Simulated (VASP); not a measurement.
Ni:

```xyz
1
Lattice="0.0000 1.7600 1.7600 1.7600 0.0000 1.7600 1.7600 1.7600 0.0000" Properties=species:S:1:pos:R:3 pbc="T T T"
Ni    0.0000    0.0000    0.0000
```

The cell was built by a generator and needn't be a form met in nature.

Base run:

- Program: VASP 6.6.1
- Functional: PBEsol
- Potentials or basis: VASP PAW PBE potentials, release 64 (Ni)
- Cutoff: 520 eV
- k mesh: 31 × 31 × 31
- Occupations: methfessel-paxton, width 0.1 eV
- Spin: collinear spin, ferromagnetic start
- Starting moments: [0.8] μB

Its results: band gap on the k mesh none (metal or under the smearing width); pressure -9.9 GPa; net moment 0.64 μB per cell; site moments Ni +0.65 μB.

**Question.** After a change of settings the same cell gave: band gap on the k mesh none (metal or under the smearing width); pressure -0.3 GPa; net moment 0.64 μB per cell; site moments Ni +0.65 μB. Which change was it?
A. functional from PBEsol to PBE
B. functional from PBEsol to LDA; potentials or basis from VASP PAW PBE potentials, release 64 (Ni) to VASP PAW LDA potentials, release 64 (Ni)
C. cutoff from 520 eV to 500 eV
D. functional from PBEsol to r2SCAN

**Answer.** A.

PBE binds less tightly than PBEsol, so the same cell stands under more pressure.

Caveats: the PAW data sets were made with another functional, which shifts forces and pressure a little (some runs).

Not every run made on this cell is shown here.
